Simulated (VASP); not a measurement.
Output of a VASP run:

OSZICAR:
```
       N       E                     dE             d eps       ncg     rms          rms(c)
DAV:   1     0.297739982658E+03    0.29774E+03   -0.25776E+04  1218   0.155E+03
DAV:   2    -0.908683288425E+02   -0.38861E+03   -0.37991E+03  1652   0.349E+02
DAV:   3    -0.113214244082E+03   -0.22346E+02   -0.22282E+02  1423   0.943E+01
DAV:   4    -0.113496769775E+03   -0.28253E+00   -0.28217E+00  1436   0.115E+01
DAV:   5    -0.113502205525E+03   -0.54358E-02   -0.54341E-02  1408   0.157E+00    0.263E+01
DAV:   6    -0.946820821472E+02    0.18820E+02   -0.27877E+01  1338   0.276E+01    0.148E+01
DAV:   7    -0.872434682043E+02    0.74386E+01   -0.15644E+00  1388   0.108E+01    0.505E+00
DAV:   8    -0.951080696853E+02   -0.78646E+01   -0.36282E+00  1343   0.107E+01    0.322E+00
DAV:   9    -0.893655631143E+02    0.57425E+01   -0.17022E+00  1248   0.800E+00    0.708E-01
DAV:  10    -0.891650198400E+02    0.20054E+00   -0.40092E-01  1228   0.533E+00    0.811E-01
DAV:  11    -0.891091797177E+02    0.55840E-01   -0.94319E-03  1428   0.834E-01    0.644E-01
DAV:  12    -0.893737942056E+02   -0.26461E+00   -0.15594E-01  1233   0.343E+00    0.175E-01
DAV:  13    -0.893434748652E+02    0.30319E-01   -0.15718E-02  1408   0.965E-01    0.221E-01
DAV:  14    -0.893484737940E+02   -0.49989E-02   -0.46637E-03  1338   0.528E-01    0.946E-02
DAV:  15    -0.893554793829E+02   -0.70056E-02   -0.18678E-03  1248   0.487E-01    0.306E-02
DAV:  16    -0.893558332669E+02   -0.35388E-03   -0.17945E-04  1398   0.109E-01    0.307E-02
DAV:  17    -0.893561204813E+02   -0.28721E-03   -0.95779E-05  1348   0.730E-02    0.134E-02
DAV:  18    -0.893563799832E+02   -0.25950E-03   -0.95712E-05  1268   0.106E-01    0.977E-03
DAV:  19    -0.893564331414E+02   -0.53158E-04   -0.21816E-05  1288   0.424E-02    0.612E-03
DAV:  20    -0.893564283828E+02    0.47586E-05   -0.11946E-06  1418   0.902E-03    0.313E-03
DAV:  21    -0.893564354341E+02   -0.70513E-05   -0.19523E-06  1348   0.139E-02    0.121E-03
DAV:  22    -0.893564364194E+02   -0.98531E-06   -0.38556E-07  1180   0.638E-03    0.457E-04
DAV:  23    -0.893564365957E+02   -0.17628E-06   -0.56360E-08   889   0.250E-03    0.354E-04
DAV:  24    -0.893564366788E+02   -0.83108E-07   -0.19080E-08   834   0.128E-03
   1 F= -.89356437E+02 E0= -.89356437E+02  d E =0.000000E+00
       N       E                     dE             ncg
       N       E                     dE             ncg
       N       E                     dE             ncg
```

**OUTCAR**
```
------------------------ aborting loop because EDIFF is reached ----------------------------------------
  FORCE on cell =-STRESS in cart. coord.  units (eV):
  Direction    XX          YY          ZZ          XY          YZ          ZX
  --------------------------------------------------------------------------------------
  Total       -0.0311462     -0.0311462      0.0058922      0.0000000      0.0000000      0.0000000
  in kB       -0.4054959     -0.4054960      0.0767111      0.0000000      0.0000000      0.0000000
  external PRESSURE =      -0.2447603 kB  Pullay stress =       0.0000000 kB
  volume of cell :      123.06
      direct lattice vectors                 reciprocal lattice vectors
     5.063426705  0.000000000  0.000000000     0.197494712  0.114023613  0.000000000
    -2.531713353  4.385056646  0.000000000     0.000000000  0.228047225  0.000000000
     0.000000000  0.000000000  5.542547905     0.000000000  0.000000000  0.180422437
 POSITION                                       TOTAL-FORCE (eV/Angst)
 -----------------------------------------------------------------------------------
     -1.26586      2.19253      3.69503         0.000000     -0.000000      0.000000
      2.53171      0.00000      0.00000         0.000000     -0.000000     -0.000000
      1.26586      2.19253      1.84751         0.000000      0.000000     -0.000000
      2.53171      2.55608      2.77127         0.000000      0.002611     -0.000000
     -0.94777      3.47057      4.61879        -0.002261      0.001305     -0.000000
      1.58394      0.91449      0.92376        -0.002261     -0.001305      0.000000
     -0.00000      1.82898      2.77127        -0.000000     -0.002611     -0.000000
      3.47949      0.91449      4.61879         0.002261     -0.001305      0.000000
      0.94777      3.47057      0.92376         0.002261      0.001305     -0.000000
 -----------------------------------------------------------------------------------
    total drift:                                0.000000     -0.000000      0.006946
  FREE ENERGIE OF THE ION-ELECTRON SYSTEM (eV)
  ---------------------------------------------------
  free  energy   TOTEN  =       -89.3564366788 eV

  energy  without entropy=      -89.3564366788  energy(sigma->0) =      -89.35643668

 total charge

# of ion       s       p       d       tot
------------------------------------------
    1        0.629   1.003   0.000   1.632
    2        0.629   1.003   0.000   1.632
    3        0.629   1.003   0.000   1.632
    4        1.553   3.739   0.000   5.292
    5        1.553   3.739   0.000   5.292
    6        1.553   3.739   0.000   5.292
    7        1.553   3.739   0.000   5.292
    8        1.553   3.739   0.000   5.292
    9        1.553   3.739   0.000   5.292
--------------------------------------------------
tot         11.205  25.444   0.000  36.649
```
(Selected blocks of OUTCAR.)

**POSCAR**
```
SiO2
1
    5.0634267050     0.0000000000     0.0000000000
   -2.5317133525     4.3850566465     0.0000000000
    0.0000000000     0.0000000000     5.5425479054
Si O
3 6
Direct
  0.0000000000   0.5000000000   0.6666670000
  0.5000000000   0.0000000000   0.0000000000
  0.5000000000   0.5000000000   0.3333330000
  0.7914535893   0.5829071785   0.5000000000
  0.2085464107   0.7914535893   0.8333330000
  0.4170928215   0.2085464107   0.1666670000
  0.2085464107   0.4170928215   0.5000000000
  0.7914535893   0.2085464107   0.8333330000
  0.5829071785   0.7914535893   0.1666670000
```

### Question
Write an INCAR and KPOINTS that could have produced this output.

### Answer
One answer among several that fit: the input of the run itself, r2SCAN meta-GGA, plane waves, VASP's PBE PAW potentials (set 64).

INCAR:
```
SYSTEM = SiO2
PREC = Accurate
ENCUT = 520
EDIFF = 1E-7
NELM = 100
ALGO = Normal
LREAL = .FALSE.
LASPH = .TRUE.
ISMEAR = -5
METAGGA = R2SCAN
LMIXTAU = .TRUE.
LWAVE = .FALSE.
LCHARG = .FALSE.
LORBIT = 11
NEDOS = 601
ISIF = 2
LEFG = .TRUE.
```

File KPOINTS:
```
Automatic mesh
0
Gamma
6 6 5
0 0 0
```

**KPOINTS_OPT**
```
k-points along high-symmetry lines
6
Line-mode
Reciprocal
  0.000000   0.000000   0.000000 ! GAMMA
  0.500000   0.000000   0.000000 ! M

  0.500000   0.000000   0.000000 ! M
  0.333333   0.333333   0.000000 ! K

  0.333333   0.333333   0.000000 ! K
  0.000000   0.000000   0.000000 ! GAMMA

  0.000000   0.000000   0.000000 ! GAMMA
  0.000000   0.000000   0.500000 ! A

  0.000000   0.000000   0.500000 ! A
  0.500000   0.000000   0.500000 ! L

  0.500000   0.000000   0.500000 ! L
  0.333333   0.333333   0.500000 ! H

  0.333333   0.333333   0.500000 ! H
  0.000000   0.000000   0.500000 ! A

  0.500000   0.000000   0.500000 ! L
  0.500000   0.000000   0.000000 ! M

  0.333333   0.333333   0.500000 ! H
  0.333333   0.333333   0.000000 ! K
```

POTCAR, in this order: Si O (PBE.64 set). Program: vasp_std.

The structure comes from a computed database's SiO2 entry (P6_222); how it stands against other phases isn't given here. It was relaxed first.
